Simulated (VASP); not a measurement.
Given:

```xyz
2
Lattice="0.0000 2.0020 2.0020 2.0020 0.0000 2.0020 2.0020 2.0020 0.0000" Properties=species:S:1:pos:R:3 pbc="T T T"
Li     0.0000     0.0000     0.0000
F      2.0020     2.0020     2.0020
```

The numbers are results of PBEsol GGA, VASP's PBE PAW potentials (set 64) (plane waves; VASP 6.6.1), not measurements. Settings: 620 eV cut-off, 11×11×11 Γ-centred mesh, Gaussian smearing of 0.050 eV, potentials Li_sv F.

Q: What does the run give for the energy per atom (σ→0), band gap (on the k-mesh) with the smallest direct gap where there is one?

A: 
```json
{
  "band gap (on the k-mesh)": "9.08 eV",
  "smallest direct gap (on the k-mesh)": "9.08 eV",
  "energy per atom (σ→0)": "-4.928 eV/atom"
}
```

Total energies compare only between runs with the same potentials, cut-off and functional.

The compound is LiF in the rock salt structure. It was relaxed first.
